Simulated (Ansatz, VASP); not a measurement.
## Cross-check of CoO between VASP and Ansatz

Aim: how closely do two programs agree when they are given the same cell, functional and k mesh? The cell is taken from a series of runs on this material, whose earlier steps may have relaxed, scaled, displaced or heated it; both programs get it as it stands.

Method: plane waves, with VASP 6.6.1 beside it; PBEsol, DFT+U, in Ansatz 0.2.0.

## Step 1: Starting point

The structure is cubic, space group Fm-3m (No. 225). Conventional cell: a = 4.263 Å, b = 4.263 Å, c = 4.263 Å, α = 90.00°, β = 90.00°, γ = 90.00°. Co has 6 O at 2.13 Å nearest. Nearest to O lie 6 Co at 2.13 Å. Farther neighbours and most contacts between anions are not listed.

## Step 2: Ansatz: single point, PBEsol, DFT+U, pair 1

Ansatz runs on its default PAW (the set named soft_2) files.

With cell and atoms fixed, the geometry can't cause a difference; cores, projectors, grids and the points listed under the comparison can.

The input, input.yaml:

```yaml
crystal:
  lattice:
    - [0.0, -2.1315, -2.1315]
    - [-2.1315, 0.0, -2.1315]
    - [2.1315, 2.1315, -4.263]
  atoms:
    - { symbol: Co, position: [0.5, 0.5, 0.5], spin: 3.0 }
    - { symbol: Co, position: [0.0, 0.0, 0.0], spin: 3.0 }
    - { symbol: O, position: [0.75, 0.75, 0.75] }
    - { symbol: O, position: [0.25, 0.25, 0.25] }
magnetization:
  spin_polarized: true
kpoints:
  mp_grid: { grid: [9, 9, 9] }
hamiltonian:
  xc: pbesol
  hubbard:
    sites:
      - { species: Co, l: d, u_eff: 4.9 }
      - { site: 0, l: d, u_eff: 4.9, starting_ns: [{ spin: up, occupation_matrix: co1_major }, { spin: down, occupation_matrix: co1_minor }] }
      - { site: 1, l: d, u_eff: 4.9, starting_ns: [{ spin: up, occupation_matrix: co1_major }, { spin: down, occupation_matrix: co1_minor }] }
    projectors: ortho-atomic
    occupation_matrices:
      co1_major:
        matrix:
          - [0.997, 0.0, 0.0, 0.0, 0.0]
          - [0.0, 0.999, 0.0, 0.0, 0.0]
          - [0.0, 0.0, 0.999, 0.0, 0.0]
          - [0.0, 0.0, 0.0, 0.997, 0.0]
          - [0.0, 0.0, 0.0, 0.0, 0.999]
      co1_minor:
        matrix:
          - [0.162, -0.068, -0.068, 0.0, -0.135]
          - [-0.068, 0.654, -0.305, -0.117, 0.305]
          - [-0.068, -0.305, 0.654, 0.117, 0.305]
          - [0.0, -0.117, 0.117, 0.162, 0.0]
          - [-0.135, 0.305, 0.305, 0.0, 0.654]
scf:
  occupations: { method: fermi_dirac, width: 0.05 }
output:
  eigenvalues: true
```

The run is started by

```bash
> ansatz run input.yaml --threads 4 --pin off --max-ram 8192MiB --backend cpu --events-out ev --progress --plain --runs-dir out
```

Numbers of over 12 decimals in the logs are rounded to 6 here.

Output:

```text
Warning: crystal.symmetry: narrowed to the stabiliser of the occupation matrices — unitary ops 24 → 8; lowered by the specified shells (site 0, l: d), (site 1, l: d); largest admitted image defect 8.9e-16, smallest excluded 6.1e-1 — at a splitting's scale: the group the occupation matrices' own texture admits
Engine: ansatz 0.2.0, aarch64-unknown-linux-gnu
Pseudopotentials: kind: paw
Pseudopotential: Co, paw, valence charge 17, recommended cutoff 420 eV (normal), Co.paw.azcp
Pseudopotential: O, paw, valence charge 6, recommended cutoff 420 eV (normal), O.paw.azcp
Functional definition: PBEsol
  exchange = pbesol_x
  correlation = pbesol_c
Crystal: 4 atoms, lattice volume = 38.736 Å³
Basis set: ecut = 420 eV, 707 PW (Γ)
Bands: 32, of which v1, the nominal top of the filled ones, is band 23 counted from 1 (22 counted from 0)
Symmetry: 8 space group operations
k-points: 205 of 729
Non-local potential: Co, projectors of the file, l = 0: 3, l = 1: 2, l = 2: 3, l = 3: 1
Non-local potential: O, projectors of the file, l = 0: 2, l = 1: 2, l = 2: 1
PAW form: soft (Blöchl's): semilocal exchange-correlation on the pseudo side does not see the compensation charge
PAW frozen core: Co, regenerated for the run's functional, and the local potential with it (the file was generated under x = pbe(κ = 0.804, μ = 0.219515), c = pbe(β = 0.066725))
PAW frozen core: O, regenerated for the run's functional, and the local potential with it (the file was generated under x = pbe(κ = 0.804, μ = 0.219515), c = pbe(β = 0.066725))
PAW one-centre angular grid: Co, 590 points (default); XC on 64 Gauss nodes
PAW one-centre angular grid: O, 110 points (default); XC on 64 Gauss nodes
Initial density: superposition of atomic densities (chi_scale 0.1, normalization cell, long waves kept (reshape's long-wave potential 0.00 eV rms))
Starting moments: Σ|m| = 6 μB on 2 of 4 sites
Initial wavefunctions: pseudopotential atomic-orbital guess
Functional: x = pbesol(κ = 0.804, μ = 0.123457), c = pbesol(β = 0.046)
SCF iter   1: F=—  HF=-11303.293853 eV  |F-HF|=—  |Δ(HF+E_count)|=         —  Δρ=1.66e-1 (↑7.54e-2 ↓1.66e-1)  dr2=1.42e1  dr2_m=1.17e0  M=5.595 μB ∫|m|=5.597 μB  β_m=0.30  ethr=3.10e-3  ⟨swp⟩=5.5  Hψ=47588  notcnv=0  defer=5
preconditioner: auto → Kerker (q_TF=auto, 2.808 Å⁻¹)  [metal: Δε(μ)=0.011 eV  Ē_g=13.671 eV  σ=0.050 eV  W_gap=0.05  n_scr=16 (ndim 8)  ℏωp=32.7 eV  f_vac=0.000  D(μ)=2.40/eV (n_scr^D=28)]
spin=Collinear: Kerker preconditioning applied to the charge; magnetization (m = ρ↑ − ρ↓) channel mixes plain (no charge-response kernel on spin).
SCF iter   2: F=—  HF=-11301.692551 eV  |F-HF|=—  |Δ(HF+E_count)|=    1.60e0  Δρ=7.30e-2 (↑3.28e-2 ↓7.30e-2)  dr2=8.26e-1  dr2_m=5.74e-1  M=6.000 μB ∫|m|=6.005 μB  β_m=1.00  ethr=3.10e-3  ⟨swp⟩=3.0  Hψ=30614  notcnv=0  defer=838
preconditioner: auto → none  [insulator: Δε(μ)=1.263 eV  Ē_g=13.638 eV  σ=0.050 eV  W_gap=1.00  n_scr=16 (ndim 8)  ℏωp=32.7 eV  f_vac=0.000  D(μ)=0.00/eV (n_scr^D=0)  ε∞_Penn≈6.7]
SCF iter   3: F=—  HF=-11301.871259 eV  |F-HF|=—  |Δ(HF+E_count)|=   1.79e-1  Δρ=2.71e-2 (↑2.71e-2 ↓2.51e-2)  dr2=2.61e-1  dr2_m=5.78e-3  M=6.000 μB ∫|m|=6.013 μB  β_m=1.00  ethr=1.80e-3  ⟨swp⟩=2.4  Hψ=21773  notcnv=0  defer=1120
SCF iter   4: F=—  HF=-11302.037218 eV  |F-HF|=—  |Δ(HF+E_count)|=   1.66e-1  Δρ=9.08e-3 (↑8.78e-3 ↓9.08e-3)  dr2=2.06e-2  dr2_m=2.30e-3  M=6.000 μB ∫|m|=6.015 μB  β_m=0.30  ethr=5.68e-4  ⟨swp⟩=2.1  Hψ=19987  notcnv=0  defer=1133
Mixer restart at iter 4: flushing history
spin-set hold released at iteration 4 (site moments contracting): the magnetisation degrees of freedom join the quasi-Newton model from the next iteration; the mixer history was flushed
SCF iter   5: F=—  HF=-11302.155315 eV  |F-HF|=—  |Δ(HF+E_count)|=   1.18e-1  Δρ=6.12e-3 (↑5.91e-3 ↓6.12e-3)  dr2=9.01e-3  dr2_m=1.49e-3  M=6.000 μB ∫|m|=6.014 μB  β_m=0.65  ethr=4.47e-5  ⟨swp⟩=2.1  Hψ=24485  notcnv=0  defer=1269
SCF iter   6: F=—  HF=-11302.282811 eV  |F-HF|=—  |Δ(HF+E_count)|=   1.27e-1  Δρ=2.79e-3 (↑2.79e-3 ↓2.10e-3)  dr2=5.44e-3  dr2_m=9.28e-5  M=6.000 μB ∫|m|=6.012 μB  β_m=0.58  ethr=1.96e-5  ⟨swp⟩=2.0  Hψ=23641  notcnv=0  defer=1269
SCF iter   7: F=—  HF=-11302.281490 eV  |F-HF|=—  |Δ(HF+E_count)|=   1.32e-3  Δρ=1.00e-3 (↑3.70e-4 ↓1.00e-3)  dr2=5.45e-4  dr2_m=5.47e-5  M=6.000 μB ∫|m|=6.012 μB  β_m=0.67  ethr=1.18e-5  ⟨swp⟩=2.0  Hψ=20255  notcnv=0  defer=1269
SCF iter   8: F=—  HF=-11302.281711 eV  |F-HF|=—  |Δ(HF+E_count)|=   2.22e-4  Δρ=1.03e-3 (↑9.48e-4 ↓1.03e-3)  dr2=8.88e-4  dr2_m=7.63e-6  M=6.000 μB ∫|m|=6.012 μB  β_m=0.49  ethr=1.18e-6  ⟨swp⟩=2.0  Hψ=21266  notcnv=0  defer=1269
SCF iter   9: F=—  HF=-11302.281470 eV  |F-HF|=—  |Δ(HF+E_count)|=   2.41e-4  Δρ=2.64e-4 (↑1.01e-4 ↓2.64e-4)  dr2=5.86e-6  dr2_m=8.49e-6  M=6.000 μB ∫|m|=6.012 μB  β_m=0.75  ethr=1.18e-6  ⟨swp⟩=2.5  Hψ=19192  notcnv=0  defer=1269
SCF iter  10: F=—  HF=-11302.281509 eV  |F-HF|=—  |Δ(HF+E_count)|=   3.90e-5  Δρ=1.78e-4 (↑4.09e-5 ↓1.78e-4)  dr2=2.67e-6  dr2_m=3.38e-6  M=6.000 μB ∫|m|=6.012 μB  β_m=0.87  ethr=1.27e-8  ⟨swp⟩=2.1  Hψ=19711  notcnv=0  defer=1269
SCF iter  11: F=—  HF=-11302.281533 eV  |F-HF|=—  |Δ(HF+E_count)|=   2.38e-5  Δρ=6.05e-5 (↑1.96e-5 ↓6.05e-5)  dr2=1.23e-6  dr2_m=3.15e-7  M=6.000 μB ∫|m|=6.012 μB  β_m=0.94  ethr=5.81e-9  ⟨swp⟩=2.0  Hψ=21272  notcnv=0  defer=1269
SCF iter  12: F=-11302.281533 eV  HF=-11302.281533 eV  |F-HF|=1.72e-9  |Δ(HF+E_count)|=   3.64e-7  Δρ=7.03e-6 (↑7.03e-6 ↓6.04e-6)  dr2=1.49e-8  dr2_m=8.26e-9  M=6.000 μB ∫|m|=6.012 μB  ethr=2.17e-10  ⟨swp⟩=7.2  Hψ=51355  notcnv=0
SCF 1 converged in 12 iterations: F = -11302.281533 eV  dr2 = 1.49e-8
  greatest PAW one-centre occupation: 1.004 electrons in one spin orbital (limit 2), on the Co atom at site 1 (counted from 0), in its partial waves of l = 1
SCF converged after 12 iterations
Magnetization: 6.0000 μB (26.0000 up, 20.0000 down)
Absolute magnetization: 6.0086 μB (∫|ρ↑−ρ↓|, with the PAW one-centre terms)
Spin contamination: 0.0066 ħ² per cell (⟨S²⟩ above its minimum at these occupations)
Per-site moments (μB) at R_I (Å): [(2.622512, 0.87924375), (2.622512, 0.87924375), (0.201424, 0.87924375), (0.201424, 0.87924375)]
Free energy (F): -11302.281533 eV
Harris-Foulkes:  -11302.281533 eV  (|F-HF|=1.72e-9)
Internal energy: -11302.281533 eV  (E = F + TS)
E sigma→0 (E₀):  -11302.281533 eV
Fermi energy:    13.940733 eV
--- Per-component energies (eV) ---
  E_band       = -651.035004
  E_kinetic    = 1232.465316
  E_local      = -6864.897869  (includes V_loc(G=0)·N_el)
  E_nonlocal   = 1032.195709
  E_hartree    = 2809.118121
  E_xc         = -452.597331
  E_vxc        = -584.603723  (∫ρ·V_xc dr)
  E_hubbard    = 1.439521  (on-site DFT+U / exact-exchange correction)
  E_vhub       = -32.769806  (the Hubbard potential's part of the band-sum identity)
  E_paw        = -3276.327311  (= ΣΔE_a)
  E_vpaw       = -1051.676911  (= ΣTr[D̂ρ^β])
  E_aug_tail   = 0.005028  (compensation charges beyond the density's cutoff)
  E_ewald      = -5784.130132
  E_core_change = 0.447414  (= ΣΔE_core)
  E_smearing   = -0.000000  (= −TS)
  E_closure    = -0.000000  (closes the sum)
  Σ components = -11302.281533   (vs F -11302.281533, Δ=0.00e0)
--- Specified on-site occupations, and those of the state reported ---
  electrons in the specified blocks: 14.5540 specified, 14.5505 found
  site 1 (l=d) ↓: largest change of an orbital's occupation 0.0011; electrons 2.2860 specified, 2.2849 found; spectral distance 0.0014
  site 0 (l=d) ↓: largest change of an orbital's occupation 0.0011; electrons 2.2860 specified, 2.2849 found; spectral distance 0.0014
  site 1 (l=d) ↑: largest change of an orbital's occupation 0.0006; electrons 4.9910 specified, 4.9904 found; spectral distance 0.0009
  site 0 (l=d) ↑: largest change of an orbital's occupation 0.0006; electrons 4.9910 specified, 4.9904 found; spectral distance 0.0009
--- Band table (eV; the first three rows and the last of 410) ---
  k-point 0 ↑: bands = [... 19 lower, 8.9517, 10.2212, 10.9706, 11.0246, 11.0246, 13.0887, 13.1761, 14.5857, ... 5 higher]
  k-point 1 ↑: bands = [... 19 lower, 8.9271, 10.1877, 10.8196, 11.0653, 11.1172, 13.0350, 13.1227, 14.8508, ... 5 higher]
  k-point 2 ↑: bands = [... 19 lower, 8.8572, 10.1011, 10.4137, 11.3009, 11.3641, 12.8813, 12.9695, 15.4860, ... 5 higher]
  k-point 204 ↓: bands = [... 19 lower, 11.1408, 15.9277, 15.9912, 16.3624, 16.5531, 16.9002, 17.1441, 21.4407, ... 5 higher]
Occupation matrices written to <dir>
```

The column dr2 measures how far the density is from self-consistency, as an energy; F and HF (Harris–Foulkes) agree once it is small.

(Part 1 of 3 ends here.)

[Lines on the potential files, build, host, timing and source positions are cut from VASP's logs without a mark.]

[Logs are printed without paths, hosts, clocks, repeated set-up lines and the standing remarks that a program may print on its own settings, such as how far it seeks lower states.]

[Hosts, paths, dates, database ids (printed as entryN), source tags and the programs' standing remarks are cut or masked in the printed files.]
